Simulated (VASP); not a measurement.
Data:

```
CELL_PARAMETERS angstrom
      0.00000     2.82500     2.82500
      2.82500     0.00000     2.82500
      2.82500     2.82500     0.00000
ATOMIC_POSITIONS crystal
  Ga 0.00000 0.00000 0.00000
  As 0.25000 0.25000 0.25000
```

Computed with G0W0 on PBE orbitals, VASP's PBE PAW potentials (set 64) (plane waves; VASP). Run with PREC = Normal, 500 eV cut-off, 4×4×4 Γ-centred mesh, Gaussian smearing of 0.010 eV, potentials Ga_d_GW As_GW.

The mesh is coarse and the basis finite, so the quasiparticle values are not converged.

NBANDS = 240, ENCUTGW = 250 eV, NOMEGA = 64. The PBE levels (eV) that the step starts from are:

```tsv
state	KS energy	filling
k1 (0.00, 0.00, 0.00), band 6	-8.83	2
k1 (0.00, 0.00, 0.00), band 7	3.91	2
k1 (0.00, 0.00, 0.00), band 8	3.91	2
k1 (0.00, 0.00, 0.00), band 9	3.91	2
k1 (0.00, 0.00, 0.00), band 10	4.43	0
k1 (0.00, 0.00, 0.00), band 11	7.61	0
k1 (0.00, 0.00, 0.00), band 12	7.61	0
k1 (0.00, 0.00, 0.00), band 13	7.61	0
k4 (0.25, 0.25, 0.00), band 6	-7.90	2
k4 (0.25, 0.25, 0.00), band 7	-0.19	2
k4 (0.25, 0.25, 0.00), band 8	2.21	2
k4 (0.25, 0.25, 0.00), band 9	2.21	2
k4 (0.25, 0.25, 0.00), band 10	5.87	0
k4 (0.25, 0.25, 0.00), band 11	7.17	0
k4 (0.25, 0.25, 0.00), band 12	10.50	0
k4 (0.25, 0.25, 0.00), band 13	10.50	0
k7 (0.50, 0.50, 0.00), band 6	-6.30	2
k7 (0.50, 0.50, 0.00), band 7	-2.94	2
k7 (0.50, 0.50, 0.00), band 8	1.22	2
k7 (0.50, 0.50, 0.00), band 9	1.22	2
k7 (0.50, 0.50, 0.00), band 10	5.35	0
k7 (0.50, 0.50, 0.00), band 11	5.55	0
k7 (0.50, 0.50, 0.00), band 12	14.07	0
k7 (0.50, 0.50, 0.00), band 13	14.07	0
```

Give the quasiparticle energies and renormalisation factors Z.

```
state                           QP energy (eV)     Z
------------------------------  --------------  ----
k1 (0.00, 0.00, 0.00), band 6            -9.26  0.62
k1 (0.00, 0.00, 0.00), band 7             3.36  0.76
k1 (0.00, 0.00, 0.00), band 8             3.36  0.76
k1 (0.00, 0.00, 0.00), band 9             3.36  0.76
k1 (0.00, 0.00, 0.00), band 10            4.70  0.77
k1 (0.00, 0.00, 0.00), band 11            7.54  0.76
k1 (0.00, 0.00, 0.00), band 12            7.54  0.76
k1 (0.00, 0.00, 0.00), band 13            7.54  0.76
k4 (0.25, 0.25, 0.00), band 6            -8.35  0.65
k4 (0.25, 0.25, 0.00), band 7            -0.67  0.73
k4 (0.25, 0.25, 0.00), band 8             1.60  0.75
k4 (0.25, 0.25, 0.00), band 9             1.60  0.75
k4 (0.25, 0.25, 0.00), band 10            5.75  0.77
k4 (0.25, 0.25, 0.00), band 11            7.16  0.76
k4 (0.25, 0.25, 0.00), band 12           10.47  0.73
k4 (0.25, 0.25, 0.00), band 13           10.47  0.73
k7 (0.50, 0.50, 0.00), band 6            -6.74  0.68
k7 (0.50, 0.50, 0.00), band 7            -3.51  0.70
k7 (0.50, 0.50, 0.00), band 8             0.58  0.73
k7 (0.50, 0.50, 0.00), band 9             0.58  0.73
k7 (0.50, 0.50, 0.00), band 10            5.12  0.78
k7 (0.50, 0.50, 0.00), band 11            5.44  0.77
k7 (0.50, 0.50, 0.00), band 12           14.05  0.72
k7 (0.50, 0.50, 0.00), band 13           14.05  0.72
```
On the mesh the gap opens from 0.51 to 1.34 eV.

The compound is GaAs in the zinc blende structure. The cell was not relaxed at this level. The k-mesh is coarse (spacing up to 0.48 per Å, 2π included), so the numbers may not be converged in it.
